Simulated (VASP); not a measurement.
Level of theory: PW91 GGA, VASP's PBE PAW potentials (set 64) (plane waves; VASP).

Input for VASP

INCAR:
```
! general
SYSTEM  = Cu
PREC    = Accurate
ENCUT   = 520   ! plane-wave cut-off (eV)
LREAL   = .False.
LASPH   = .True.

! electronic loop
EDIFF   = 1E-7   ! SCF stop (eV)
NELM    = 100
ALGO    = Normal   ! blocked Davidson
LMAXMIX = 4   ! l cut-off of mixed one-centre charges

! smearing
ISMEAR  = -5   ! tetrahedra, Bloechl

! functional
GGA     = 91   ! PW91

! ions
ISIF    = 2   ! forces and stress, cell fixed

! output
LWAVE   = .False.
LCHARG  = .True.
LORBIT  = 11
NEDOS   = 601
```

### POSCAR
```
Cu
2.5710870
  0.0000000000   0.7071068234   0.7071068234
  0.7071068234   0.0000000000   0.7071068234
  0.7071068234   0.7071068234   0.0000000000
Cu
1
Direct
  0.0000000000   0.0000000000   0.0000000000
```

File KPOINTS:
```
kpoints
0
gamma
  19 19 19
```

POTCAR, in this order: Cu (PBE.64 set). Program: vasp_std.

The run wrote:

File OUTCAR:
```
 ion  position               nearest neighbor table
   1  0.000  0.000  0.000-
  LATTYP: Found a face centered cubic cell.
 ALAT       =     3.6360663224
 Subroutine PRICEL returns:
 Original cell was already a primitive cell.
 Subroutine GETGRP returns: Found 48 space group operations
The static configuration has the point symmetry O_h .
The dynamic configuration has the point symmetry O_h .
 Subroutine INISYM returns: Found 48 space group operations
 Subroutine IBZKPT returns following result:
 Found    220 irreducible k-points:

 Following reciprocal coordinates:
            Coordinates               Weight
  0.000000  0.000000  0.000000      1.000000
  0.052632  0.000000  0.000000      8.000000
  0.105263  0.000000  0.000000      8.000000
  0.157895  0.000000  0.000000      8.000000
  0.210526  0.000000  0.000000      8.000000
  0.263158  0.000000  0.000000      8.000000
  0.315789  0.000000  0.000000      8.000000
  0.368421  0.000000  0.000000      8.000000
  0.421053  0.000000  0.000000      8.000000
  0.473684  0.000000  0.000000      8.000000
...
```

### OSZICAR
```
       N       E                     dE             d eps       ncg     rms          rms(c)
DAV:   1     0.361647672292E+02    0.36165E+02   -0.57136E+03  4032   0.205E+03
DAV:   2    -0.414627861493E+01   -0.40311E+02   -0.38064E+02  3970   0.195E+02
DAV:   3    -0.461001368569E+01   -0.46374E+00   -0.46264E+00  4705   0.304E+01
DAV:   4    -0.461325952797E+01   -0.32458E-02   -0.32463E-02  4732   0.227E+00
DAV:   5    -0.461330126650E+01   -0.41739E-04   -0.41751E-04  4767   0.203E-01    0.758E+00
DAV:   6    -0.411528693881E+01    0.49801E+00   -0.16883E+01  4166   0.956E+01    0.396E+00
DAV:   7    -0.374129805329E+01    0.37399E+00   -0.26734E+00  4249   0.380E+01    0.545E-01
DAV:   8    -0.373108272463E+01    0.10215E-01   -0.55310E-03  4425   0.148E+00    0.312E-01
DAV:   9    -0.372932151087E+01    0.17612E-02   -0.11771E-02  4332   0.233E+00    0.278E-02
DAV:  10    -0.372932695737E+01   -0.54465E-05   -0.48578E-05  5910   0.142E-01    0.634E-03
DAV:  11    -0.372932652026E+01    0.43711E-06   -0.42429E-07  4538   0.100E-02    0.401E-04
DAV:  12    -0.372932664440E+01   -0.12414E-06   -0.28690E-08  2541   0.326E-03    0.212E-04
DAV:  13    -0.372932673476E+01   -0.90364E-07   -0.34389E-09  2218   0.141E-03
   1 F= -.37293267E+01 E0= -.37293267E+01  d E =0.000000E+00
```

### OUTCAR
```
------------------------ aborting loop because EDIFF is reached ----------------------------------------
  FORCE on cell =-STRESS in cart. coord.  units (eV):
  Direction    XX          YY          ZZ          XY          YZ          ZX
  --------------------------------------------------------------------------------------
  Total       -0.0017112     -0.0017112     -0.0017112     -0.0000000      0.0000000     -0.0000000
  in kB       -0.2281274     -0.2281274     -0.2281274     -0.0000000      0.0000000     -0.0000000
  external PRESSURE =      -0.2281274 kB  Pullay stress =       0.0000000 kB
  volume of cell :       12.02
      direct lattice vectors                 reciprocal lattice vectors
     0.000000000  1.818033161  1.818033161    -0.275022486  0.275022486  0.275022486
     1.818033161  0.000000000  1.818033161     0.275022486 -0.275022486  0.275022486
     1.818033161  1.818033161  0.000000000     0.275022486  0.275022486 -0.275022486
 POSITION                                       TOTAL-FORCE (eV/Angst)
 -----------------------------------------------------------------------------------
      0.00000      0.00000      0.00000         0.000000      0.000000      0.000000
 -----------------------------------------------------------------------------------
    total drift:                               -0.000000     -0.000000     -0.000000
  FREE ENERGIE OF THE ION-ELECTRON SYSTEM (eV)
  ---------------------------------------------------
  free  energy   TOTEN  =        -3.7293267348 eV

  energy  without entropy=       -3.7293267348  energy(sigma->0) =       -3.72932673

 total charge

# of ion       s       p       d       tot
------------------------------------------
    1        0.444   0.370   9.181   9.994
```
(Selected blocks of OUTCAR.)

For a metal the tetrahedron method with Blöchl corrections gives inexact stress and forces.

The compound is Cu in the fcc structure. It was relaxed first.
